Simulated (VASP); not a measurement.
Data:

```
PbO
1.0
    3.92064     0.00000     0.00000
    0.00000     3.92064     0.00000
    0.00000     0.00000     4.37825
Pb O
2 2
Direct
  0.50000   0.00000   0.73324
  0.00000   0.50000   0.26676
  0.50000   0.50000   0.00000
  0.00000   0.00000   0.00000
```

Calculation: LDA (Ceperley-Alder, Perdew-Zunger), VASP's LDA PAW potentials (set 64) (plane waves; VASP). Settings: 620 eV cut-off, 6×6×5 Γ-centred mesh, Gaussian smearing of 0.050 eV, potentials Pb_d O.

Energy and stress use the plane-wave basis of the starting cell.

Q: The ions, cell shape and volume at an external pressure of 10.0 GPa are relaxed. Which structure does the run end with?

A: 
```
PbO
1.0
    3.91164     0.00000     0.00000
    0.00000     3.91164     0.00000
    0.00000     0.00000     4.10411
Pb O
2 2
Cartesian
  1.95582   0.00000   2.95037
  0.00000   1.95582   1.15374
  1.95582   1.95582   0.00000
  0.00000   0.00000   0.00000
```
Space group P4/nmm (129), at a tolerance of 0.03 Å.

Q: How do energy and volume change from the first to the last step?

A: The energy (σ→0) changes by +51.3 meV/atom and the volume by -6.7 %, in 13 ionic steps.

The compound is PbO in the litharge structure. This run relaxes it under an external pressure of 10 GPa. Symmetry was kept, so distortions that lower it aren't found.
